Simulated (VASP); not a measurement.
Consider the following.

```
HgS
1.0
    0.00000     2.96298     2.96298
    2.96298     0.00000     2.96298
    2.96298     2.96298     0.00000
Hg S
1 1
Cartesian
  0.00000   0.00000   0.00000
  1.48149   1.48149   1.48149
```

Method: PBE GGA with D4 dispersion, VASP's PBE PAW potentials (set 64) (plane waves; VASP). Numerical set-up: 520 eV cut-off, Gaussian smearing of 0.050 eV, potentials Hg S.

Question: Give the energies of bands 2 to 11 at the high-symmetry points, in eV from the Fermi level.

Answer: 
```json
[
 {"band": "2", "Γ": "-6.87", "X": "-6.72", "U": "-6.62", "L": "-6.68", "W": "-6.54"},
 {"band": "3", "Γ": "-6.87", "X": "-6.29", "U": "-6.39", "L": "-6.68", "W": "-6.42"},
 {"band": "4", "Γ": "-6.87", "X": "-6.29", "U": "-6.21", "L": "-5.97", "W": "-6.13"},
 {"band": "5", "Γ": "-6.03", "X": "-5.89", "U": "-5.96", "L": "-5.97", "W": "-6.09"},
 {"band": "6", "Γ": "-6.03", "X": "-5.63", "U": "-5.44", "L": "-5.66", "W": "-5.33"},
 {"band": "7", "Γ": "-0.49", "X": "-4.69", "U": "-4.91", "L": "-5.25", "W": "-4.95"},
 {"band": "8", "Γ": "0.00", "X": "-2.18", "U": "-2.70", "L": "-0.91", "W": "-2.62"},
 {"band": "9", "Γ": "0.00", "X": "-2.18", "U": "-1.76", "L": "-0.91", "W": "-2.20"},
 {"band": "10", "Γ": "0.00", "X": "3.17", "U": "3.28", "L": "1.59", "W": "3.72"},
 {"band": "11", "Γ": "6.08", "X": "3.51", "U": "4.75", "L": "6.79", "W": "5.35"}
]
```

It has no gap at this level: it comes out as a metal or semimetal.

The compound is HgS in the zinc blende structure, metacinnabar; cinnabar is the stable form. It was relaxed first.
